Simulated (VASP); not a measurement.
VASP runs on Zr (space group P6_3/mmc) share one base input (PBE GGA, plane waves, VASP's PBE PAW potentials (set 64)) and change the settings named in each case.

### INCAR
```
SYSTEM  =  Zr
PREC  =  Accurate; ENCUT  =  300; LREAL  =  .False.
LASPH  =  .True.
EDIFF  =  1E-6; NELM  =  100; ALGO  =  Normal
LMAXMIX  =  4
ISMEAR  =  -1; SIGMA  =  0.1
GGA  =  PE
ISIF  =  2
LWAVE  =  .False.; LCHARG  =  .False.
```

File POSCAR:
```
Zr
1
    1.6230750000    -2.8112480000     0.0000000000
    1.6230750000     2.8112480000     0.0000000000
    0.0000000000     0.0000000000     5.1757500000
Zr
2
Direct
  0.3333330000   0.6666670000   0.2500000000
  0.6666670000   0.3333330000   0.7500000000
```

**KPOINTS**
```
Automatic mesh
0
Gamma
12 12 7
0 0 0
```

POTCAR, in this order: Zr_sv (PBE.64 set). Program: vasp_std.

```tsv
change	E(σ→0) (eV/atom)	pressure (GPa)	−TS (eV)
base run	-8.5093	-1.42	-0.0724
GGA = PS	-9.0557	-5.00	-0.0732
GGA_COMPAT = .FALSE., LNONCOLLINEAR = .TRUE., LSORBIT = .TRUE., MAGMOM = 0.0 0.0 0.0 0.0 0.0 0.0, program vasp_ncl	-8.5799	-1.45	-0.0725
KPOINTS 5×5×3 Γ-centred mesh	-8.5117	-1.24	-0.0719
```
 Energies of different potentials or functionals have different zeros.  At 300 eV the pressure can carry a Pulay error.

Left out are runs that ran out of time, are held back, or changed the cell or the kind of run, fixed moments of cells without a moment, rows past the twelfth, gaps on odd meshes, pressures of charged cells and columns that move by less than the noise.

The structure is a typed Zr crystal (P6_3/mmc). The cell was not relaxed at this level, its lattice was scaled by up to 2.5 %.
